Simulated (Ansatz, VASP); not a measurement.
## BC7: VASP beside Ansatz

```
B C
1.0
     3.62015    0.00000    0.00000
     0.00000    3.62015    0.00000
     0.00000    0.00000    3.62015
B C
1 7
Direct
  0.00000 0.00000 0.00000
  0.00000 0.50000 0.50000
  0.50000 0.50000 0.00000
  0.50000 0.00000 0.50000
  0.74522 0.74522 0.25478
  0.74522 0.25478 0.74522
  0.25478 0.74522 0.74522
  0.25478 0.25478 0.25478
```

The cell comes from a database or a generator and needn't be the stable form of this composition.

Alike in both runs: task single point; functional PBEsol; k mesh 6 × 6 × 6; occupations gaussian, width 0.1 eV; no spin polarisation.

```csv
,VASP,Ansatz
version,VASP 6.6.1,Ansatz 0.2.0
potentials or method,"VASP PAW PBE potentials, release 64 (B, C)","scalar-relativistic, plane waves, PAW"
plane-wave cutoff (eV),520,420
valence electrons in the cell,31,31
```

|  | VASP | Ansatz | Ansatz less VASP |
| --- | --- | --- | --- |
| gap on the k mesh at the Fermi level (eV) | none | none | - |
| pressure (GPa) | -5.4 | -6.3 | -0.88 |
| rms of the force components (eV/Å) | 0.017 | 0.020 | +0.0034 |

Atom by atom the forces differ by 0.003 eV/Å (rms over components). A gap of «none» marks a metal or a gap that the smearing closes. The functional is the same, so the differences come from potentials, cutoffs and numerics.

Caveats: the PAW data sets were made with another functional, which shifts forces and pressure a little (VASP).
